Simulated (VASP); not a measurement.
Write the native input for VASP 6.6.1 that does the following.

```
Task                   : single point
Functional             : PBEsol
Potentials or basis    : VASP PAW PBE potentials, release 64 (Tc_pv, Se)
Cutoff                 : 520 eV
k mesh                 : 6 × 6 × 6
Occupations            : gaussian, width 0.05 eV
Spin                   : collinear spin, ferromagnetic start
Starting moments       : [0.5, 0.0, 0.0] μB
Fixed moment           : 1 μB
Hubbard terms          : Tc d U = 5 eV
Further INCAR settings : ALGO = Normal; EDIFF = 1e-07
```

The structure of TcSe2 lies in POSCAR:

```
TcSe2
1.0
    1.9284189500      1.1133732000      5.8303367600
   -1.9284189500      1.1133732000      5.8303367600
    0.0000000000     -2.2267463900      5.8303367600
Tc Se
1 2
Direct
    0.0000000000      0.0000000000      0.0000000000
    0.2520000000      0.2520000000      0.2520000000
    0.7480000000      0.7480000000      0.7480000000
```

The cell was built by a generator and needn't be a form met in nature.

These files were run (other wordings do the same):

INCAR

```
ALGO = Normal
EDIFF = 1E-7
ENCUT = 520
GGA = PS
ISIF = 2
ISMEAR = 0
ISPIN = 2
LASPH = T
LCHARG = F
LDAU = T
LDAUJ = 0 0
LDAUL = 2 -1
LDAUPRINT = 1
LDAUTYPE = 2
LDAUU = 5 0
LMAXMIX = 4
LORBIT = 11
LREAL = F
LWAVE = F
MAGMOM = 0.5 0 0
NELM = 60
NUPDOWN = 1
PREC = Accurate
SIGMA = 0.05
```

KPOINTS

```
k-points
0
Gamma
  6 6 6
```

Potentials or basis: VASP PAW PBE potentials, release 64 (Tc_pv, Se).

The run is started by

```sh
$ cat potpaw_PBE.64/Tc_pv/POTCAR potpaw_PBE.64/Se/POTCAR > POTCAR
$ mpirun -np 1 vasp_std > vasp.out
```

Results of the run:

```
Pressure                                              : -6.8 GPa
Largest force                                         : 0.509 eV/Å
Net moment                                            : 1.00 μB per cell
Site moments                                          : Tc +1.05; Se -0.03 μB
Valence electrons inside the program's atomic spheres : Tc 11.49; Se 3.79
```

Caveat: the PAW data sets were made with another functional, which shifts forces and pressure a little; the total moment is fixed, so each spin has its own Fermi level.

Wall time 2.2 min on 1 thread of Intel(R) Xeon(R) Platinum 8559C (Emerald Rapids), on a shared host, peak memory 0.42 GiB.
